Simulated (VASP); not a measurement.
Method: PBEsol GGA, VASP's PBE PAW potentials (set 64) (plane waves; VASP).

The input files of a VASP run:

**KPOINTS**
```
Automatic mesh
0
Gamma
12 12 12
0 0 0
```

POSCAR:
```
GdN
1.0
  0.0000000000   2.4627070126   2.4627070126
  2.4627070126   0.0000000000   2.4627070126
  2.4627070126   2.4627070126   0.0000000000
Gd N
1 1
Cart
  0.0000000000   0.0000000000   0.0000000000
  2.4627070126   2.4627070126   2.4627070126
```

INCAR:
```
SYSTEM  =  GdN
PREC  =  Accurate; ENCUT  =  520; LREAL  =  .False.
LASPH  =  .True.
EDIFF  =  1E-6; NELM  =  100; ALGO  =  Normal
LMAXMIX  =  6
ISMEAR  =  1; SIGMA  =  0.1
GGA  =  PS
IBRION  =  2; NSW  =  60; ISIF  =  3
EDIFFG  =  -0.01
LWAVE  =  .False.; LCHARG  =  .False.
```

POTCAR, in this order: Gd_3 N (PBE.64 set). Program: vasp_std.

Question: What will the output report for the number of irreducible k-points (NKPTS), number of bands (NBANDS), largest plane-wave count, number of space-group operations, FFT grid (NGX, NGY, NGZ)?

Answer: 
| Property | Result |
|---|---|
| number of irreducible k-points (NKPTS) | 72 |
| number of bands (NBANDS) | 11 |
| largest plane-wave count | 821 |
| number of space-group operations | 48 |
| FFT grid (NGX, NGY, NGZ) | 28 × 28 × 28 |

The compound is GdN in the rock salt structure. It was relaxed first. The start is the result of an earlier pass. The 4f electrons are frozen in the core of the lanthanide potential, so 4f levels, which can set the real gap, and their magnetism are missing.
